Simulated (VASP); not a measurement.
Data:

```xyz
4
Lattice="2.3299 -4.0355 0.0000 2.3299 4.0355 0.0000 0.0000 0.0000 7.5757" Properties=species:S:1:pos:R:3 pbc="T T T"
Mg     2.3299    -1.3452     3.7860
Mg     2.3299     1.3452     7.5738
Te     2.3299    -1.3452     6.6382
Te     2.3299     1.3452     2.8504
```

Level of theory: RPBE GGA, VASP's PBE PAW potentials (set 64) (plane waves; VASP). Run with 520 eV cut-off, 6×6×4 Γ-centred mesh, tetrahedra with Blöchl corrections, potentials Mg Te.

Unless said otherwise, spin-orbit coupling is left out, though it shifts the bands of the heavy elements here.

### Question
Estimate the energy per atom (σ→0), band gap (on the k-mesh) with the smallest direct gap where there is one.

### Answer

The band gap (on the k-mesh) is 2.40 eV. The smallest direct gap (on the k-mesh) comes out as 2.40 eV. The energy per atom (σ→0) comes out as -2.979 eV/atom.

Only differences to runs with the same potentials and settings are physical.

The compound is MgTe in the wurtzite structure. It was relaxed first, which changed the volume by +8 %.
